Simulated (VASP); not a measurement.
Input:

```
CELL_PARAMETERS angstrom
      3.27421     0.00000     0.00000
     -1.63711     2.83555     0.00000
      0.00000     0.00000    13.21377
ATOMIC_POSITIONS crystal
  W  0.66667 0.33333 0.75000
  W  0.33333 0.66667 0.25000
  Se 0.66667 0.33333 0.37900
  Se 0.33333 0.66667 0.87900
  Se 0.33333 0.66667 0.62100
  Se 0.66667 0.33333 0.12100
```

These are PBEsol GGA, VASP's PBE PAW potentials (set 64) (plane waves; VASP 6.6.1) values and carry that method's errors. Run with PREC = Normal, EDIFF = 1E-5, 400 eV cut-off, 10×10×3 Γ-centred mesh, Gaussian smearing of 0.050 eV, potentials W_sv Se.

Without a dispersion term in the relaxation, distances and binding between the weakly bound layers, chains or molecules are unreliable, and so is what depends on them.

**Question.** The ions are relaxed. Predict the relaxed structure.

**Answer.** 
```
CELL_PARAMETERS angstrom
      3.27421     0.00000     0.00000
     -1.63711     2.83555     0.00000
      0.00000     0.00000    13.21377
ATOMIC_POSITIONS crystal
  W  0.66667 0.33333 0.75000
  W  0.33333 0.66667 0.25000
  Se 0.66667 0.33333 0.37688
  Se 0.33333 0.66667 0.87688
  Se 0.33333 0.66667 0.62312
  Se 0.66667 0.33333 0.12312
```
Space group P6_3/mmc (194), at a tolerance of 0.03 Å.

**Question.** How much energy does the relaxation gain?

**Answer.** The energy (σ→0) changes by -4.6 meV/atom, in 3 ionic steps.

| step | E(σ→0) (eV) | max force (eV/Å) | pressure (GPa) | volume (Å³) |
|---|---|---|---|---|
| 1 | -46.5219 | 0.485 | -2.52 | 122.68 |
| 2 | -46.5489 | 0.084 | -0.49 | 122.68 |
| 3 | -46.5497 | 0.002 | -0.07 | 122.68 |

The compound is WSe2 in the 2H layered structure. This run relaxes the ions in a fixed cell. Symmetry was kept, so distortions that lower it aren't found.
